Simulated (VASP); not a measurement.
Here is the system:

```yaml
crystal:
  lattice:
    - [0.00000, 2.14753, 2.14753]
    - [2.14753, 0.00000, 2.14753]
    - [2.14753, 2.14753, 0.00000]
  atoms:
    - { symbol: Ti, position: [0.00000, 0.00000, 0.00000] }
    - { symbol: C, position: [0.50000, 0.50000, 0.50000] }
```

All values below come from PBEsol GGA, VASP's PBE PAW potentials (set 64) (plane waves; VASP). Numerical set-up: 600 eV cut-off, 14×14×14 Γ-centred mesh, first-order Methfessel-Paxton smearing of 0.10 eV, potentials Ti_sv C.

Each row applies one change to this cell, which was relaxed at other settings and keeps the small stress of the first row; at a fixed cut-off the stress holds a Pulay part, so it need not integrate to ΔE exactly. Stress is in GPa, positive when the cell is compressed.

| change | ΔE (meV/atom) | σxx | σyy | σzz | largest shear component, with its sign (GPa) | largest force (eV/Å) |
|---|---|---|---|---|---|---|
| none | 0.0 | -0.18 | -0.18 | -0.18 | 0.00 | 0.000 |
| biaxial strain of -0.5 % in the xy plane | 1.1 | 3.25 | 3.25 | 1.05 | 0.00 | 0.000 |
| isotropic strain of -1.5 % | 17.4 | 12.98 | 12.98 | 12.98 | 0.00 | 0.000 |
| uniaxial strain of -1.5 % along x | ? | ? | ? | ? | ? | ? |
| biaxial strain of +2.0 % in the xy plane | ? | ? | ? | ? | ? | ? |
| biaxial strain of +1.5 % in the xy plane | 8.9 | -9.40 | -9.40 | -3.79 | 0.00 | 0.000 |
| atom 2 (C) moved by 0.075 Å along z | 14.3 | -0.04 | -0.04 | 1.66 | 0.00 | 0.748 |
| atom 2 (C) moved by -0.075 Å along x | 14.3 | 1.66 | -0.04 | -0.04 | 0.00 | 0.748 |

Q: What belongs in the gaps?

A: 
- uniaxial strain of -1.5 % along x, ΔE (meV/atom): 4.0
- uniaxial strain of -1.5 % along x, σxx: 8.68
- uniaxial strain of -1.5 % along x, σyy: 1.71
- uniaxial strain of -1.5 % along x, σzz: 1.71
- uniaxial strain of -1.5 % along x, largest shear component, with its sign (GPa): 0.00
- uniaxial strain of -1.5 % along x, largest force (eV/Å): 0.000
- biaxial strain of +2.0 % in the xy plane, ΔE (meV/atom): 15.5
- biaxial strain of +2.0 % in the xy plane, σxx: -12.11
- biaxial strain of +2.0 % in the xy plane, σyy: -12.11
- biaxial strain of +2.0 % in the xy plane, σzz: -4.92
- biaxial strain of +2.0 % in the xy plane, largest shear component, with its sign (GPa): 0.00
- biaxial strain of +2.0 % in the xy plane, largest force (eV/Å): 0.000

Failed runs are left out, and for metals the shear rows, which the mesh's noise covers.

The compound is TiC in the rock salt structure.
